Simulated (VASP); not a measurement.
Input:

```xyz
1
Lattice="0.0000 1.9765 1.9765 1.9765 0.0000 1.9765 1.9765 1.9765 0.0000" Properties=species:S:1:pos:R:3 pbc="T T T"
Pd     0.0000     0.0000     0.0000
```

The numbers are results of r2SCAN meta-GGA, VASP's PBE PAW potentials (set 64) (plane waves; VASP 6.6.1), not measurements. Numerical set-up: 520 eV cut-off, 16×16×16 Γ-centred mesh, first-order Methfessel-Paxton smearing of 0.10 eV, potentials Pd.

Q: Give the stress tensor in GPa (positive for a compressed cell).

A: 
```
-5.28   0.00   0.00
 0.00  -5.28   0.00
 0.00   0.00  -5.28
```
The pressure is its mean diagonal, -5.28 GPa.

The compound is Pd in the fcc structure. This cell is one point of a volume scan, at 1.03 of the reference volume.
